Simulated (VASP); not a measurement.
Method: PBEsol GGA, VASP's PBE PAW potentials (set 64) (plane waves; VASP 6.6.1).

A VASP calculation is set up with these files.

File KPOINTS:
```
Automatic mesh
0
G
2 2 2
```

### INCAR
```
EDIFF  =  1E-04   ! SCF stop (eV)
LWAVE  =  F
ALGO  =  Normal
LASPH  =  T   ! aspherical one-centre terms
SYSTEM  =  K
ENCUT  =  150   ! plane-wave cut-off (eV)
GGA  =  PS   ! PBEsol
NELM  =  100   ! most electronic steps
LREAL  =  F
LCHARG  =  F
ISMEAR  =  0   ! Gaussian
ISIF  =  2
PREC  =  Accurate
SIGMA  =  0.272   ! width (eV)
```

POSCAR:
```
K
1
   -2.7245360000     2.7245360000     2.7245360000
    2.7245360000    -2.7245360000     2.7245360000
    2.7245360000     2.7245360000    -2.7245360000
K
1
Direct
  0.0000000000   0.0000000000   0.0000000000
```

POTCAR, in this order: K_sv (PBE.64 set). Program: vasp_std.

At this cut-off the stress carries a Pulay error, which pulls relaxed volumes low. Gaps are read on the run's mesh, which can miss a band edge.

Question: What does the run give for the energy per atom (σ→0), pressure, band gap (on the k-mesh)?

Answer: 
```json
{
 "energy per atom (σ→0)": "-0.480 eV/atom",
 "band gap (on the k-mesh)": "none (metal, semimetal or under 0.01 eV)",
 "pressure": "-11.33 GPa"
}
```

OSZICAR:
```
...
DAV:   3    -0.592139394722E+00   -0.35352E-02   -0.35324E-02    72   0.150E+00
DAV:   4    -0.592213293696E+00   -0.73899E-04   -0.73897E-04    64   0.159E-01
DAV:   5    -0.592213331197E+00   -0.37502E-07   -0.37476E-07    64   0.326E-03    0.594E+00
DAV:   6    -0.558873356071E+00    0.33340E-01   -0.57460E-02    64   0.207E+00    0.285E+00
DAV:   7    -0.566435358518E+00   -0.75620E-02   -0.46100E-02    56   0.173E+00    0.332E-01
DAV:   8    -0.568307119211E+00   -0.18718E-02   -0.77815E-04    48   0.268E-01    0.416E-02
DAV:   9    -0.568363276046E+00   -0.56157E-04   -0.50517E-05    40   0.698E-02
   1 F= -.56836328E+00 E0= -.47986440E+00  d E =-.176998E+00
```

The structure comes from a computed database's K entry; how it stands against other phases isn't given here. The cell was not relaxed at this level. The k-mesh is coarse (spacing up to 0.82 per Å, 2π included), so the numbers may not be converged in it. The run is one of a series of settings (EDIFF = 1E-04, ENCUT = 150, GGA = PS, SIGMA = 0.272, KPOINTS 2×2×2 Γ-centred mesh, POTCAR K_sv (PBE.64 set) against the base run), some of them coarse on purpose.
